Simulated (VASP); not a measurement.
Given:

```
CELL_PARAMETERS angstrom
      5.51977     0.00000     0.00000
      0.00000     5.51977     0.00000
      0.00000     0.00000     3.25279
ATOMIC_POSITIONS crystal
  Zn 0.18200 0.18200 0.50000
  Zn 0.81800 0.81800 0.50000
  Zn 0.31800 0.68200 0.00000
  Zn 0.68200 0.31800 0.00000
  O  0.81759 0.18241 0.50000
  O  0.18241 0.81759 0.50000
  O  0.31759 0.31759 0.00000
  O  0.68241 0.68241 0.00000
```

Calculation: PBEsol GGA, VASP's PBE PAW potentials (set 64) (plane waves; VASP). Run with 520 eV cut-off, Gaussian smearing of 0.050 eV, potentials Zn O.

Task: Give the energies of bands 25 to 38 at the high-symmetry points, in eV from the valence-band maximum.

Result: 
```
band      Γ      X      M      Z      R      A
----  -----  -----  -----  -----  -----  -----
25    -4.19  -3.79  -2.63  -4.01  -3.73  -3.92
26    -3.62  -3.79  -2.63  -4.01  -3.73  -3.92
27    -3.46  -2.34  -2.63  -3.62  -3.46  -3.56
28    -3.46  -2.34  -2.63  -3.62  -3.46  -3.56
29    -2.39  -1.63  -1.71  -3.03  -2.83  -2.15
30    -1.21  -1.63  -1.71  -3.03  -2.83  -2.15
31    -0.88  -1.60  -1.14  -1.86  -1.90  -1.43
32    -0.88  -1.60  -1.14  -1.86  -1.90  -1.43
33    -0.48  -0.50  -0.88  -1.82  -1.59  -1.38
34    -0.18  -0.50  -0.88  -1.82  -1.59  -1.38
35    -0.18  -0.43  -0.77  -1.33  -1.06  -1.35
36     0.00  -0.43  -0.77  -1.33  -1.06  -1.35
37     0.69   3.13   4.18   5.76   5.84   5.38
38     5.18   3.13   4.18   5.76   5.84   5.38
```

The gap is direct, 0.69 eV, from the valence maximum at Γ to the conduction minimum at Γ.

The structure comes from a computed database's ZnO entry (P4_2/mnm); how it stands against other phases isn't given here. It was relaxed first.
